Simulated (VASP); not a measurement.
Consider the following.

```
LiF
1.0
    0.00000     1.96499     1.96499
    1.96499     0.00000     1.96499
    1.96499     1.96499     0.00000
Li F
1 1
Direct
  0.00000   0.00000   0.00000
  0.50000   0.50000   0.50000
```

Computed with HSE06 screened hybrid, VASP's PBE PAW potentials (set 64) (plane waves; VASP 6.6.1). Run with 520 eV cut-off, 8×8×8 Γ-centred mesh, Gaussian smearing of 0.050 eV, potentials Li_sv F.

Question: Give the stress tensor in GPa (positive for a compressed cell).

Answer: 
```
5.05  0.00  0.00
0.00  5.05  0.00
0.00  0.00  5.05
```
The pressure is its mean diagonal, 5.05 GPa.

The compound is LiF in the rock salt structure. This cell is one point of a volume scan, at 0.91 of the reference volume. The cell's shape comes from a PBE relaxation.
